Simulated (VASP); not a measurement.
An input for Quantum ESPRESSO's pw.x (written as the equivalent of a VASP run, and not itself run):

```
&CONTROL
  calculation = 'vc-relax'
  pseudo_dir = './pseudo'
  outdir = './out'
  tprnfor = .true.
  tstress = .true.
  nstep = 60
  forc_conv_thr = 0.00078
/
&SYSTEM
  ibrav = 0
  nat = 4
  ntyp = 2
  ecutwfc = 84
  occupations = 'smearing'
  smearing = 'methfessel-paxton'
  degauss = 0.00735
  input_dft = 'pbesol'
/
&ELECTRONS
  conv_thr = 7.3e-08
  electron_maxstep = 100
/
&IONS
/
&CELL
/
ATOMIC_SPECIES
  In 114.818 In.upf
  As 74.922 As.upf
CELL_PARAMETERS angstrom
     3.9112099   -0.0000000    0.0000000
    -1.9556050    3.3872067   -0.0000000
     0.0000000    0.0000000    6.9337596
ATOMIC_POSITIONS crystal
  In   0.0000000  0.0000000  0.0000000
  In   0.0000000  0.0000000  0.5000000
  As   0.3333330  0.6666670  0.2500000
  As   0.6666670  0.3333330  0.7500000
K_POINTS automatic
  8 8 4 0 0 0
```

Problem. Translate this input to VASP (INCAR, KPOINTS, POSCAR, choice of POTCAR).

Solution. One answer among several that fit: 
File KPOINTS:
```
Automatic mesh
0
gamma
  8 8 4
0 0 0
```

**POSCAR**
```
InAs
1
    3.9112099332    -0.0000000000     0.0000000000
   -1.9556049666     3.3872067079    -0.0000000000
    0.0000000000     0.0000000000     6.9337596211
In As
2 2
Direct
  0.0000000000   0.0000000000   0.0000000000
  0.0000000000   0.0000000000   0.5000000000
  0.3333330000   0.6666670000   0.2500000000
  0.6666670000   0.3333330000   0.7500000000
```

**INCAR**
```
# general
SYSTEM   =  InAs
PREC     =  Accurate
ENCUT    =  400
LREAL    =  F
LASPH    =  T

# electronic loop
EDIFF    =  1E-6
NELM     =  100
ALGO     =  Normal
LMAXMIX  =  4

# smearing
ISMEAR   =  1
SIGMA    =  0.1

# functional
GGA      =  PS

# ions
IBRION   =  2
NSW      =  60
ISIF     =  3
EDIFFG   =  -0.02

# output
LWAVE    =  F
LCHARG   =  F
```

POTCAR, in this order: In_d As (PBE.64 set). Program: vasp_std.

Limits of the translation: the potentials are each code's own (VASP's PAW set, PseudoDojo norm-conserving files in pw.x), so ENCUT and ecutwfc are chosen apart and not converted; conv_thr bounds pw.x's estimated SCF error, while EDIFF bounds the energy change between steps; forc_conv_thr acts on force components and is met together with etot_conv_thr.

The structure was generated: InAs was put into the NiAs type type (P6_3/mmc), which need not be its known phase. This run relaxes it. Symmetry was kept, so distortions that lower it aren't found. The start is the result of an earlier pass.
